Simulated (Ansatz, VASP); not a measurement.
# ScC3 in VASP and in Ansatz

The input INCAR:

```
PREC = Accurate ; ENCUT = 520
EDIFF = 1E-6 ; ISMEAR = 0
SIGMA = 0.1 ; LREAL = F
LASPH = T ; NELM = 60
ALGO = Normal ; ISIF = 2
LWAVE = F ; LCHARG = T
GGA = PE ; LELF = T
LVHAR = T ; NBANDS = 20
```

The input KPOINTS:

```
regular mesh
0
Gamma
  12 12 12
```

File POSCAR:

```
ScC3
1.0
    3.6990571766      0.0000000000      0.0000000000
    0.0000000000      3.6990571766      0.0000000000
    0.0000000000      0.0000000000      3.6990571766
Sc C
1 3
Direct
    0.0000000000      0.0000000000      0.0000000000
    0.0000000000      0.5000000000      0.5000000000
    0.5000000000      0.0000000000      0.5000000000
    0.5000000000      0.5000000000      0.0000000000
```

Input for Ansatz:

```yaml
crystal:
  lattice:
    - [3.6990571766, 0.0, 0.0]
    - [0.0, 3.6990571766, 0.0]
    - [0.0, 0.0, 3.6990571766]
  atoms:
    - { symbol: Sc, position: [0.0, 0.0, 0.0] }
    - { symbol: C, position: [0.0, 0.5, 0.5] }
    - { symbol: C, position: [0.5, 0.0, 0.5] }
    - { symbol: C, position: [0.5, 0.5, 0.0] }
basis:
  ecutwfc: 420
kpoints:
  mp_grid: { grid: [12, 12, 12] }
hamiltonian:
  xc: pbe
scf:
  occupations: { method: gaussian, width: 0.1 }
output:
  forces: true
  stress: true
  eigenvalues: true
  write_density: true
  write_potential: true
  elf: true
  volumetric_format: npy
```

Alike in both runs: task single point; functional PBE; k mesh 12 × 12 × 12; occupations gaussian, width 0.1 eV; no spin polarisation.

|  | VASP | Ansatz |
| --- | --- | --- |
| version | VASP 6.6.1 | Ansatz 0.2.0 |
| potentials or method | VASP PAW PBE potentials, release 64 (Sc_sv, C) | scalar-relativistic, plane waves, PAW |
| plane-wave cutoff (eV) | 520 | 420 |
| valence electrons in the cell | 23 | 23 |

Ansatz gave:

* gap on the k mesh at the Fermi level (eV): none
* pressure (GPa): -28.6

Task: Which values does VASP return?

Result: gap on the k mesh at the Fermi level (eV): none; pressure (GPa): -28.3.

A gap of «none» marks a metal or a gap that the smearing closes.

Caveats: so large a pressure means that the cell lies far from this level's equilibrium, or that cutoff or potentials fall short (VASP).
